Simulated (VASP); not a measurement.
Wanted: the native input for a VASP 6.6.1 run.

```
Task                   : relaxation of cell and atoms
Functional             : RPBE
Dispersion             : D3
Potentials or basis    : VASP PAW PBE potentials, release 64 (Sc_sv, Si)
Cutoff                 : 580 eV
k mesh                 : 8 × 8 × 7
Occupations            : tetrahedron
Spin                   : no spin polarisation
Further INCAR settings : ALGO = Fast; EDIFF = 1e-06; IBRION = 2; EDIFFG = -0.01; NSW = 60; ISIF = 3
```

The structure of ScSi2 lies in ScSi2.cif:

```cif
data_ScSi2
_cell_length_a 3.70816342
_cell_length_b 3.70816342
_cell_length_c 3.92092689
_cell_angle_alpha 90.00000000
_cell_angle_beta 90.00000000
_cell_angle_gamma 120.00000000
_space_group_name_H-M_alt 'P6/mmm'
_space_group_name_Hall '-P 6 2'
_space_group_IT_number 191
loop_
_space_group_symop_operation_xyz
'x,y,z'
'-x,-y,-z'
'x-y,x,z'
'-x+y,-x,-z'
'-y,x-y,z'
'y,-x+y,-z'
'-x,-y,z'
'x,y,-z'
'-x+y,-x,z'
'x-y,x,-z'
'y,-x+y,z'
'-y,x-y,-z'
'-y,-x,-z'
'y,x,z'
'-x,-x+y,-z'
'x,x-y,z'
'-x+y,y,-z'
'x-y,-y,z'
'y,x,-z'
'-y,-x,z'
'x,x-y,-z'
'-x,-x+y,z'
'x-y,-y,-z'
'-x+y,y,z'
loop_
_atom_site_label
_atom_site_type_symbol
_atom_site_symmetry_multiplicity
_atom_site_Wyckoff_symbol
_atom_site_fract_x
_atom_site_fract_y
_atom_site_fract_z
_atom_site_occupancy
Sc1 Sc 1 a 0.0000000000 0.0000000000 0.0000000000 1
Si1 Si 2 d 0.6666666667 0.3333333333 0.5000000000 1
```

The structure of ScSi2 lies in POSCAR:

```
Sc Si
 1.0000000000000000
     3.7081634200000000    0.0000000000000000    0.0000000000000000
    -1.8540817099999991    3.2113637231041854    0.0000000000000000
     0.0000000000000000    0.0000000000000000    3.9209268900000001
 Sc  Si 
   1   2
Cartesian
  0.0000000000000000  0.0000000000000000  0.0000000000000000
  1.8540817101854083  1.0704545742610163  1.9604634449999998
 -0.0000000001854075  2.1409091488431691  1.9604634450000000
```

The cell isn't the ideal one: volume scaled by 1.04.

These files were run (other wordings do the same):

INCAR

```
SYSTEM = ScSi2
  ALGO = Fast
  EDIFF = 1E-6
  EDIFFG = -0.01
  ENCUT = 580
  GGA = RP
  IBRION = 2
  ISIF = 3
  ISMEAR = -5
  IVDW = 11
  LASPH = .True.
  LCHARG = .False.
  LREAL = .False.
  LWAVE = .False.
  NELM = 80
  NSW = 60
  PREC = Accurate
  SIGMA = 0.05
```

KPOINTS

```
k-points
0
Gamma
  8 8 7
  0 0 0
```

Potentials or basis: VASP PAW PBE potentials, release 64 (Sc_sv, Si).

The run is started by

```console
$ ase convert -i cif -o vasp ScSi2.cif POSCAR
$ cat potpaw_PBE.64/Sc_sv/POTCAR potpaw_PBE.64/Si/POTCAR > POTCAR
$ mpirun -np 1 vasp_std > vasp.out
```

It gave:

* Relaxed volume: 16.73 Å³/atom
* Relaxed cell: a = 4.011 Å, b = 4.011 Å, c = 3.602 Å, α = 90.00°, β = 90.00°, γ = 120.00°
* Space group after relaxing (to 0.05 Å): P6/mmm (No. 191)
* Energy gained by relaxing: 193.3 meV/atom
* Ionic steps: 11
* Pressure after relaxing: 0.0 GPa
* Band gap on the k mesh: none (metal or under the smearing width)
* Dispersion energy per atom: -0.369 eV

Caveat: the PAW data sets were made with another functional, which shifts forces and pressure a little; pairwise dispersion overbinds metals, which lowers pressure and volume; tetrahedron occupations give inexact forces and stress in metals.

It took 4.4 min on 1 thread of Intel(R) Xeon(R) Platinum 8559C (Emerald Rapids), with other jobs on the host, peak memory 0.21 GiB.
